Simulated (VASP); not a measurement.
Data:

```
CELL_PARAMETERS angstrom
      2.96400     0.00000     0.00000
      0.00000     2.96400     0.00000
      0.00000     0.00000     2.96400
ATOMIC_POSITIONS crystal
  W  0.00000 0.00000 0.00000
  O  0.50000 0.50000 0.50000
```

Level of theory: r2SCAN meta-GGA, VASP's PBE PAW potentials (set 64) (plane waves; VASP). Numerical set-up: 520 eV cut-off, 11×11×11 Γ-centred mesh, first-order Methfessel-Paxton smearing of 0.10 eV, potentials W_sv O.

Energy and stress use the plane-wave basis of the starting cell.

The ions, cell shape and volume are relaxed. Predict the relaxed structure.

```
CELL_PARAMETERS angstrom
      2.80201     0.00000     0.00000
      0.00000     2.80201     0.00000
      0.00000     0.00000     2.80201
ATOMIC_POSITIONS crystal
  W  0.00000 0.00000 0.00000
  O  0.50000 0.50000 0.50000
```
Space group Pm-3m (221), at a tolerance of 0.03 Å.

How do energy and volume change from the first to the last step?

The energy (σ→0) changes by -231.1 meV/atom and the volume by -15.5 %, in 7 ionic steps.

The structure was generated: WO was put into the CsCl type type (Pm-3m), which need not be its known phase. This run relaxes it. Symmetry was kept, so distortions that lower it aren't found.
